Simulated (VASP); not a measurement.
Mg2Sn (antifluorite), at 0.96 of the tabulated volume:

```yaml
crystal:
  lattice:
    - [0.00000, 3.33432, 3.33432]
    - [3.33432, 0.00000, 3.33432]
    - [3.33432, 3.33432, 0.00000]
  atoms:
    - { symbol: Mg, position: [0.25000, 0.25000, 0.25000] }
    - { symbol: Mg, position: [0.75000, 0.75000, 0.75000] }
    - { symbol: Sn, position: [0.00000, 0.00000, 0.00000] }
```

The lowest empty band near X, direction across the valley's axis, from mBJ (TB09) with spin-orbit coupling in VASP (PAW); its two spin partners are averaged. The gap over the points computed is 0.11 eV, and the next band on that side lies 0.22 eV away at the edge.

Settings: 400 eV cut-off, 7×7×7 Γ-centred mesh, Gaussian smearing of 0.050 eV, potentials Mg Sn_d.

```
distance from the edge in k (1/Å)  distance in energy (meV)
---------------------------------  ------------------------
0.012                                                   3.6
0.018                                                   8.1
0.025                                                  15.7
0.035                                                  30.6
```

Task: Fit E(1 + αE) = ħ²k²/2m* (ħ²/2m0 = 3.810 eV Å²) and predict the row at 0.050 1/Å.

Result: The rows don't resolve α, so a parabola serves: the electron mass is m* = 0.152 m0, and so 62.5 meV. The run gave 61.8 meV, -0.7 meV from the fit.

Left out are points under 3 meV from the edge, since the levels carry 0.1 meV, and points farther than half the way to the next band.

The compound is Mg2Sn in the antifluorite structure. The cell was not relaxed at this level.
